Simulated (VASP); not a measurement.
Consider the following.

```yaml
crystal:
  lattice:
    - [4.63978, 0.00000, 0.00000]
    - [0.00000, 4.63978, 0.00000]
    - [0.00000, 0.00000, 4.63978]
  atoms:
    - { symbol: Ag, position: [0.75000, 0.25000, 0.75000] }
    - { symbol: Ag, position: [0.25000, 0.75000, 0.75000] }
    - { symbol: Ag, position: [0.75000, 0.75000, 0.25000] }
    - { symbol: Ag, position: [0.25000, 0.25000, 0.25000] }
    - { symbol: O, position: [0.00000, 0.00000, 0.00000] }
    - { symbol: O, position: [0.50000, 0.50000, 0.50000] }
```

The numbers are results of LDA (Ceperley-Alder, Perdew-Zunger) with spin-orbit coupling, VASP's LDA PAW potentials (set 64) (plane waves; VASP), not measurements. Numerical set-up: 520 eV cut-off, 5×5×5 Γ-centred mesh, Gaussian smearing of 0.050 eV, potentials Ag O.

Question: What does the run give for the energy per atom (σ→0), band gap (over mesh and band path) with the smallest direct gap where there is one?

Answer: 
- band gap (over mesh and band path) = 0.03 eV
- smallest direct gap (over mesh and band path) = 0.03 eV
- energy per atom (σ→0) = -4.465 eV/atom

The compound is Ag2O in the cuprite structure. It was relaxed first, which changed the volume by -6 %.
